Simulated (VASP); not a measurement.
# KCaMg6 (Amm2) in VASP: equation of state

How stiff is KCaMg6 in PBE, and what volume does it want? The cell is scaled to several volumes.

Everything below comes from runs of VASP 6.6.1. Logs are shortened: lines on timing, memory, paths and dates and some standing lists are left out, and cuts for length are marked.

**1. Starting point**

It takes space group Amm2 (No. 38, orthorhombic). The conventional cell has a = 5.501 Å, b = 6.886 Å, c = 12.067 Å, α = 90.00°, β = 90.00°, γ = 90.00°. Ca (site symmetry mm2) has 10 Mg at 3.35 to 3.60 Å and 2 K at 3.49 Å as nearest neighbours. K (site symmetry mm2) has 10 Mg at 3.40 to 3.54 Å and 2 Ca at 3.49 Å as nearest neighbours. Around Mg (site symmetry mm2) lie 10 Mg at 3.38 to 3.48 Å and 2 K at 3.44 Å. Around Mg (site symmetry m) lie 8 Mg at 3.38 to 3.48 Å and 2 Ca at 3.38 Å and 2 K at 3.40 to 3.54 Å. Mg (site symmetry mm2) is surrounded by 10 Mg at 3.39 to 3.48 Å and 2 Ca at 3.44 Å. Mg (site symmetry m) has 8 Mg at 3.34 to 3.55 Å and 2 Ca at 3.35 to 3.60 Å and 2 K at 3.42 Å as nearest neighbours.

The cell comes from a database or a generator and needn't be the stable form of this composition.

**2. Equation of state, PBE, 26.85 Å³/atom (volume scaled by 0.94)**

Contents of INCAR:

```
SYSTEM = KCaMg6
  ALGO = Normal
  EDIFF = 1E-7
  ENCUT = 520
  GGA = PE
  ISIF = 2
  ISMEAR = -1
  LASPH = .True.
  LCHARG = .False.
  LREAL = .False.
  LWAVE = .False.
  NBANDS = 26
  NELM = 80
  PREC = Accurate
  SIGMA = 0.05
```

Contents of KPOINTS:

```
k-points
0
Gamma
  5 5 5
  0 0 0
```

Contents of POSCAR:

```
KCaMg6
1.0
    5.3884543692      0.0000000000      0.0000000000
    0.0000000000      3.3728800326      5.9101251147
    0.0000000000     -3.3728800326      5.9101251147
Ca K Mg
1 1 6
Direct
    0.0000000000      0.8402080000      0.8402080000
    0.5000000000      0.6619730000      0.6619730000
    0.5000000000      0.1668060000      0.1668060000
    0.5000000000      0.1699910000      0.6656070000
    0.5000000000      0.6656070000      0.1699910000
    0.0000000000      0.3337370000      0.3337370000
    0.0000000000      0.3233680000      0.8383100000
    0.0000000000      0.8383100000      0.3233680000
```

Potentials or basis: VASP PAW PBE potentials, release 64 (Ca_sv, K_sv, Mg).

The run is started by

```bash
$ cat potpaw_PBE.64/Ca_sv/POTCAR potpaw_PBE.64/K_sv/POTCAR potpaw_PBE.64/Mg/POTCAR > POTCAR
$ mpirun -np 1 vasp_std > vasp.out
```

OUTCAR:

```text
SYSTEM = KCaMg6
   EDIFF = 1E-7
   ENCUT = 520
   GGA = PE
   ISIF = 2
   ISMEAR = -1
   LASPH = .True.
   LREAL = .False.
   NELM = 80
   PREC = Accurate

 Found     27 irreducible k-points:

 Following reciprocal coordinates:
            Coordinates               Weight
  0.000000  0.000000  0.000000      1.000000
  0.200000  0.000000  0.000000      2.000000
  0.400000  0.000000  0.000000      2.000000
  0.000000  0.200000  0.000000      4.000000
  0.200000  0.200000  0.000000      8.000000
  0.400000  0.200000  0.000000      8.000000
   k-points           NKPTS =     27   k-points in BZ     NKDIM =     27   number of bands    NBANDS=     26
   number of dos      NEDOS =    301   number of ions     NIONS =      8
   total plane-waves  NPLWV = 116640
   dimension x,y,z NGX =    40 NGY =   54 NGZ =   54
   dimension x,y,z NGXF=    80 NGYF=  108 NGZF=  108
   ions per type =               1   1   6
   NGX,Y,Z   is equivalent  to a cutoff of  12.34, 13.19, 13.19 a.u.
   NGXF,Y,Z  is equivalent  to a cutoff of  24.68, 26.38, 26.38 a.u.
 SYSTEM =  KCaMg6
   PREC   = accura    normal or accurate (medium, high low for compatibility)
   ISTART =      0    job   : 0-new  1-cont  2-samecut
   ICHARG =      2    charge: 1-file 2-atom 10-const
   ISPIN  =      1    spin polarized calculation?
   LNONCOLLINEAR =      F non collinear calculations
   LSORBIT =      F    spin-orbit coupling
   LASPH  =      T    aspherical Exc in radial PAW
   ENCUT  =  520.0 eV  38.22 Ry    6.18 a.u.  10.02 12.65 12.65*2*pi/ulx,y,z
   NELM   =     80;   NELMIN=  2; NELMDL= -5     # of ELM steps
   EDIFF  = 0.1E-06   stopping-criterion for ELM
   LREAL  =      F    real-space projection
   EDIFFG = 0.1E-05   stopping-criterion for IOM
   NSW    =      0    number of steps for IOM
   IBRION =     -1    ionic relax: 0-MD 1-quasi-New 2-CG
   NFREE  =      0    steps in history (QN), initial steepest desc. (CG)
   ISIF   =      2    stress and relaxation
   ISYM   =      2    0-nonsym 1-usesym 2-fastsym
   POTIM  = 0.5000    time-step for ionic-motion
   TEBEG  =    0.0;   TEEND  =   0.0 temperature during run
   PSTRESS=    0.0 pullay stress
   NELECT =      31.0000    total number of electrons
   NUPDOWN=      -1.0000    fix difference up-down
   EMIN   =  10.00;   EMAX   =-10.00  energy-range for DOS
   EFERMI =   0.00;   METHOD = LEGACY
   ISMEAR =    -1;   SIGMA  =   0.05  broadening in eV -4-tet -1-fermi 0-gaus
   EFERMI_NEDOS =   21; number of points for ismear=-14 and -15
   IALGO  =     38    algorithm
   IMIX   =      4    mixing-type and parameters
     AMIX     =   0.40;   BMIX     =  1.00
     AMIX_MAG =   1.60;   BMIX_MAG =  1.00
  volume/ion in A,a.u.               =      26.85       181.22
  Fermi-wavevector in a.u.,A,eV,Ry     =   0.858680  1.622670 10.032008  0.737332
  Thomas-Fermi vector in A             =   1.975921
   LORBIT       =      0    0 simple, 1 ext, 2 COOP (PROOUT), +10 PAW based schemes
   GGA     = PE    functional components
   LHFCALC =     F    Hartree Fock is set to
   AEXX    =    0.0000 exact exchange contribution
   IVDW    =     0    specifies the selected vdW correction
   LEPSILON=     F    determine dielectric tensor
   LRPA    =     F    only Hartree local field effects (RPA)
 non-spin polarized calculation
  energy-cutoff  :      520.00
  volume of cell :      214.83
 maximum number of plane-waves:      5830
   NGX = 21   NGY = 25   NGZ = 25

 number of electron      30.9999999 magnetization

 Free energy of the ion-electron system (eV)
  ---------------------------------------------------
  ext. energy  EPLUGINS =         0.00000000
  ---------------------------------------------------
  free energy    TOTEN  =       -10.75307422 eV

  energy without entropy =      -10.72195551  energy(sigma->0) =      -10.73751487

 E-fermi :   2.2262     XC(G=0):  -8.2674

 val. band max:        2.1833535931   @ k =   0.2000  -0.2000   0.2000
 cond. band min:       2.2521846161   @ k =   0.4000   0.2000   0.0000
 fundamental gap:      0.0688310230
 Fermi energy:         2.2262030260

 k-point     1 :       0.0000    0.0000    0.0000
  band No.  band energies     occupation
      1     -39.2573      2.00000
      2     -28.7012      2.00000
      3     -20.3261      2.00000
      4     -20.2996      2.00000
      5     -20.2637      2.00000
      6     -12.3131      2.00000
[... 18 lines left out ...]
     25       5.3604      0.00000
     26       5.5526      0.00000

 k-point     2 :       0.2000    0.0000    0.0000
  band No.  band energies     occupation
      1     -39.2572      2.00000
      2     -28.7011      2.00000
      3     -20.3267      2.00000
      4     -20.2998      2.00000
      5     -20.2636      2.00000
      6     -12.3194      2.00000
[... 18 lines left out ...]
     25       5.5982      0.00000
     26       5.7988      0.00000

 k-point     3 :       0.4000    0.0000    0.0000
  band No.  band energies     occupation
      1     -39.2572      2.00000
      2     -28.7010      2.00000
      3     -20.3276      2.00000
      4     -20.3003      2.00000
      5     -20.2634      2.00000
      6     -12.3296      2.00000
[... 18 lines left out ...]
     25       5.9936      0.00000
     26       6.1352      0.00000

 k-point     4 :       0.0000    0.2000    0.0000
  band No.  band energies     occupation
      1     -39.2573      2.00000
      2     -28.7011      2.00000
      3     -20.3261      2.00000
      4     -20.2996      2.00000
      5     -20.2638      2.00000
      6     -12.3131      2.00000
[... 18 lines left out ...]
     25       5.5793      0.00000
     26       5.6969      0.00000

 k-point     5 :       0.2000    0.2000    0.0000
  band No.  band energies     occupation
      1     -39.2572      2.00000
      2     -28.7011      2.00000
      3     -20.3267      2.00000
      4     -20.2999      2.00000
      5     -20.2637      2.00000
      6     -12.3193      2.00000
[... 18 lines left out ...]
     25       5.4104      0.00000
     26       5.7165      0.00000

 k-point     6 :       0.4000    0.2000    0.0000
  band No.  band energies     occupation
      1     -39.2572      2.00000
      2     -28.7010      2.00000
      3     -20.3276      2.00000
      4     -20.3003      2.00000
      5     -20.2635      2.00000
      6     -12.3294      2.00000
[... 18 lines left out ...]
     25       5.8455      0.00000
     26       6.0919      0.00000

 [... further k-points ...]

------------------------ aborting loop because EDIFF is reached ----------------------------------------

  FORCE on cell =-STRESS in cart. coord.  units (eV):
  Direction    XX          YY          ZZ          XY          YZ          ZX
  --------------------------------------------------------------------------------------
  -------------------------------------------------------------------------------------
  Total        2.4518834      2.7359561      1.8128627      0.0000000      0.0000000      0.0000000
  in kB       18.2859959     20.4045927     13.5202186      0.0000000      0.0000000      0.0000000
  external PRESSURE =      17.4036024 kB  Pullay stress =       0.0000000 kB

 VOLUME and BASIS-vectors are now :
 -----------------------------------------------------------------------------
  energy-cutoff  :      520.00
  volume of cell :      214.83
      direct lattice vectors                 reciprocal lattice vectors
     5.388454369  0.000000000  0.000000000     0.185581974  0.000000000  0.000000000
     0.000000000  3.372880033  5.910125115     0.000000000  0.148241264  0.084600578
     0.000000000 -3.372880033  5.910125115     0.000000000 -0.148241264  0.084600578

 POSITION                                       TOTAL-FORCE (eV/Angst)
 -----------------------------------------------------------------------------------
      0.00000      0.00000      9.93147         0.000000      0.000000      0.007896
      2.69423      0.00000      7.82469         0.000000      0.000000     -0.023263
      2.69423      0.00000      1.97169         0.000000      0.000000      0.000867
      2.69423     -1.67165      4.93849         0.000000      0.050578      0.022583
      2.69423      1.67165      4.93849         0.000000     -0.050578      0.022583
      0.00000      0.00000      3.94485         0.000000      0.000000      0.024486
      0.00000     -1.73684      6.86566         0.000000     -0.124087     -0.027576
      0.00000      1.73684      6.86566         0.000000      0.124087     -0.027576
 -----------------------------------------------------------------------------------
    total drift:                                0.000000     -0.000000      0.000180

  FREE ENERGIE OF THE ION-ELECTRON SYSTEM (eV)
  ---------------------------------------------------
  free  energy   TOTEN  =       -10.7530742240 eV

  energy  without entropy=      -10.7219555132  energy(sigma->0) =      -10.73751487
```

OSZICAR:

```text
N       E                     dE             d eps       ncg     rms          rms(c)
DAV:   1     0.162123079792E+03    0.16212E+03   -0.12025E+04  1412   0.947E+02
DAV:   2     0.137382244310E+01   -0.16075E+03   -0.15506E+03  1610   0.237E+02
DAV:   3    -0.103059502341E+02   -0.11680E+02   -0.11459E+02  2496   0.471E+01
DAV:   4    -0.110561192065E+02   -0.75017E+00   -0.74302E+00  1944   0.108E+01
DAV:   5    -0.110840046815E+02   -0.27885E-01   -0.27875E-01  2174   0.171E+00    0.778E+00
DAV:   6    -0.107647985071E+02    0.31921E+00   -0.62864E-01  1902   0.381E+00    0.520E+00
DAV:   7    -0.107611005999E+02    0.36979E-02   -0.14356E-01  1872   0.156E+00    0.245E+00
DAV:   8    -0.107532346473E+02    0.78660E-02   -0.17859E-02  1902   0.913E-01    0.112E-01
DAV:   9    -0.107531177060E+02    0.11694E-03   -0.17746E-03  2016   0.221E-01    0.802E-02
DAV:  10    -0.107530865917E+02    0.31114E-04   -0.21332E-04  1952   0.973E-02    0.227E-02
DAV:  11    -0.107530766328E+02    0.99588E-05   -0.26330E-05  2240   0.299E-02    0.804E-03
DAV:  12    -0.107530740525E+02    0.25803E-05   -0.73045E-06  1936   0.162E-02    0.229E-03
DAV:  13    -0.107530742702E+02   -0.21773E-06   -0.58228E-07  1984   0.456E-03    0.101E-03
DAV:  14    -0.107530742240E+02    0.46252E-07   -0.49162E-08  1086   0.111E-03
   1 F= -.10753074E+02 E0= -.10737515E+02  d E =-.311187E-01
```

Wall time 1.9 min (1 thread of AMD EPYC 9R45 (Zen 5), shared host); peak memory 0.39 GiB.

What came out:

```
Free energy            : -10.7531 eV
Pressure               : 1.7 GPa
Largest force          : 0.127 eV/Å
Band gap on the k mesh : none (metal or under the smearing width)
```

**3. Equation of state, PBE, 27.42 Å³/atom (volume scaled by 0.96)**

Contents of INCAR:

```
ALGO = Normal
EDIFF = 1E-7
ENCUT = 520
GGA = PE
ISIF = 2
ISMEAR = -1
LASPH = True
LCHARG = False
LREAL = False
LWAVE = False
NBANDS = 26
NELM = 100
PREC = Accurate
SIGMA = 0.05
```

Contents of KPOINTS:

```
k-points
0
Gamma
  5 5 5
```

POSCAR: that of step 2 with these lines changed.

```diff
@@ -2,5 +2,5 @@
 1.0
-    5.3884543692      0.0000000000      0.0000000000
-    0.0000000000      3.3728800326      5.9101251147
-    0.0000000000     -3.3728800326      5.9101251147
+    5.4264024812      0.0000000000      0.0000000000
+    0.0000000000      3.3966334915      5.9517470854
+    0.0000000000     -3.3966334915      5.9517470854
 Ca K Mg
```

Potentials or basis: VASP PAW PBE potentials, release 64 (Ca_sv, K_sv, Mg).

The run is started by

```bash
$ cat potpaw_PBE.64/Ca_sv/POTCAR potpaw_PBE.64/K_sv/POTCAR potpaw_PBE.64/Mg/POTCAR > POTCAR
$ mpirun -np 1 vasp_std > vasp.out
```

Run time: 1.9 min. Hardware: 1 thread of AMD EPYC 9R45 (Zen 5), shared host; peak memory 0.4 GiB.

It converged, with:

```
Free energy            : -10.7943 eV
Pressure               : 1.1 GPa
Largest force          : 0.131 eV/Å
Band gap on the k mesh : none (metal or under the smearing width)
```

[end of part 1 of 2]
